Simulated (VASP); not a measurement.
An input for Ansatz (written as the equivalent of a VASP run, and not itself run):

Ansatz 0.2 input:
```yaml
crystal:
  lattice:
    - [3.9299842, 0.0000000, 0.0000000]
    - [0.0000000, 3.9299842, 0.0000000]
    - [0.0000000, 0.0000000, 3.9299842]
  atoms:
    - { symbol: La, position: [1.0000000, 0.0000000, 0.0000000] }
    - { symbol: B, position: [0.8015586, 0.5000000, 0.5000000] }
    - { symbol: B, position: [0.5000000, 0.1984414, 0.5000000] }
    - { symbol: B, position: [0.5000000, 0.8015586, 0.5000000] }
    - { symbol: B, position: [0.1984414, 0.5000000, 0.5000000] }
    - { symbol: B, position: [0.5000000, 0.5000000, 0.8015586] }
    - { symbol: B, position: [0.5000000, 0.5000000, 0.1984414] }
kpoints:
  mp_grid: { grid: [8, 8, 8] }
hamiltonian:
  xc: lda
  pseudopotentials: { kind: paw }
scf:
  occupations: { method: methfessel_paxton, width: 0.1 }
  max_iter: 100
relax:
  max_steps: 40
  f_tol: 0.02
  cell: { p_target: 30 }
output: { forces: true, stress: true, eigenvalues: true }
```

Q: Write the VASP files for the same calculation (LDA).

A: One answer among several that fit: 
File KPOINTS:
```
Automatic mesh
0
Gamma
8 8 8
0 0 0
```

### POSCAR
```
LaB6
1
    3.9299841941     0.0000000000    -0.0000000000
    0.0000000000     3.9299841941    -0.0000000000
    0.0000000000     0.0000000000     3.9299841941
La B
1 6
Direct
  1.0000000000   0.0000000000   0.0000000000
  0.8015585799   0.5000000000   0.5000000000
  0.5000000000   0.1984414201   0.5000000000
  0.5000000000   0.8015585799   0.5000000000
  0.1984414201   0.5000000000   0.5000000000
  0.5000000000   0.5000000000   0.8015585799
  0.5000000000   0.5000000000   0.1984414201
```

### INCAR
```
ALGO  =  Normal
EDIFF  =  1E-6
EDIFFG  =  -0.02
ENCUT  =  620
IBRION  =  2
ISIF  =  3
ISMEAR  =  1
LASPH  =  .TRUE.
LCHARG  =  .FALSE.
LMAXMIX  =  6
LREAL  =  .FALSE.
LWAVE  =  .FALSE.
NELM  =  100
NSW  =  40
PREC  =  Accurate
PSTRESS  =  300
SIGMA  =  0.1
SYSTEM  =  LaB6
```

POTCAR, in this order: La B (LDA.64 set). Program: vasp_std.

The two are equivalent in intent, not identical: each code has its own PAW files, so the cut-off isn't converted (ENCUT is set for VASP's; basis.ecutwfc is left out, and Ansatz then takes the one that its files recommend); Ansatz stops its SCF on the density residual and VASP on the energy change (EDIFF); Ansatz's lda is the Perdew-Wang form, while the LDA potentials of VASP carry Perdew-Zunger's.

The compound is LaB6 in the cab6 structure. It was relaxed first under an external pressure of 30 GPa.
